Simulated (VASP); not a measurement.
Here is the system:

```xyz
3
Lattice="0.0000 2.7464 2.7464 2.7464 0.0000 2.7464 2.7464 2.7464 0.0000" Properties=species:S:1:pos:R:3 pbc="T T T"
Cd     2.7464     0.0000     2.7464
F      1.3732     1.3732     1.3732
F      4.1196     4.1196     4.1196
```

These are PBE GGA with spin-orbit coupling, VASP's PBE PAW potentials (set 64) (plane waves; VASP) values and carry that method's errors. Run with 520 eV cut-off, 6×6×6 Γ-centred mesh, Gaussian smearing of 0.050 eV, potentials Cd F.

**Question.** Estimate the energy per atom (σ→0), band gap (over mesh and band path) with the smallest direct gap where there is one.

**Answer.** 
```json
{
 "band gap (over mesh and band path)": "2.86 eV",
 "smallest direct gap (over mesh and band path)": "3.36 eV",
 "energy per atom (σ→0)": "-3.643 eV/atom"
}
```

Only differences to runs with the same potentials and settings are physical.

The compound is CdF2 in the fluorite structure. It was relaxed first, which changed the volume by +6 %.
